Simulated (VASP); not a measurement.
A cell of TiB$_{2}$ (AlB2 type) near equilibrium:

```
CELL_PARAMETERS angstrom
      1.51301    -2.62061     0.00000
      1.51301     2.62061     0.00000
      0.00000     0.00000     3.22955
ATOMIC_POSITIONS crystal
  Ti 0.00000 0.00000 0.00000
  B  0.33333 0.66667 0.50000
  B  0.66667 0.33333 0.50000
```

Level of theory: r2SCAN meta-GGA, VASP's PBE PAW potentials (set 64) (plane waves; VASP 6.6.1).

```json
[
 {"run": "as it is", "ΔE (meV/atom)": "0.0", "σxx": "0.26", "σyy": "0.26", "σzz": "-0.04", "largest shear component, with its sign (GPa)": "0.00", "largest force (eV/Å)": "0.000"},
 {"run": "after one change", "ΔE (meV/atom)": "8.0", "σxx": "-10.24", "σyy": "-10.24", "σzz": "-2.81", "largest shear component, with its sign (GPa)": "0.00", "largest force (eV/Å)": "0.000"}
]
```
Stress is in GPa, positive when the cell is compressed.

Question: What was changed between the two runs?
A. biaxial strain of +1.5 % in the xy plane
B. atom 1 (Ti) moved by -0.200 Å along x
C. biaxial strain of -3.0 % in the xy plane
D. biaxial strain of -4.0 % in the yz plane

Answer: A, biaxial strain of +1.5 % in the xy plane

The compound is TiB2 in the AlB2 type structure.
